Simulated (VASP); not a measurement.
Consider the following.

```yaml
crystal:
  lattice:
    - [0.00000, 3.18982, 3.18982]
    - [3.18982, 0.00000, 3.18982]
    - [3.18982, 3.18982, 0.00000]
  atoms:
    - { symbol: Rb, position: [0.00000, 0.00000, 0.00000] }
    - { symbol: Cl, position: [0.50000, 0.50000, 0.50000] }
```

All values below come from LDA (Ceperley-Alder, Perdew-Zunger), VASP's LDA PAW potentials (set 64) (plane waves; VASP 6.6.1). Settings: 400 eV cut-off, 7×7×7 Γ-centred mesh, Gaussian smearing of 0.010 eV, potentials Rb_sv Cl.

**Question.** Give the electronic dielectric tensor ε∞ (DFPT, local fields included).

**Answer.** 
```
2.52  0.00  0.00
0.00  2.52  0.00
0.00  0.00  2.52
```

**Question.** Give the Born effective charges.

**Answer.** 
```csv
atom,Z*xx,Z*yy,Z*zz,mean
Rb1,1.16,1.16,1.16,1.16
Cl2,-1.16,-1.16,-1.16,-1.16
```

**Question.** And the static tensor with the ions free?

**Answer.** 
```
4.83  0.00  0.00
0.00  4.83  0.00
0.00  0.00  4.83
```

**Question.** Which frequencies do the optical Γ-point modes have (no LO-TO splitting)?

**Answer.** 132 (×3) cm⁻¹.

The compound is RbCl in the rock salt structure. It was relaxed first, which changed the volume by -9 %.
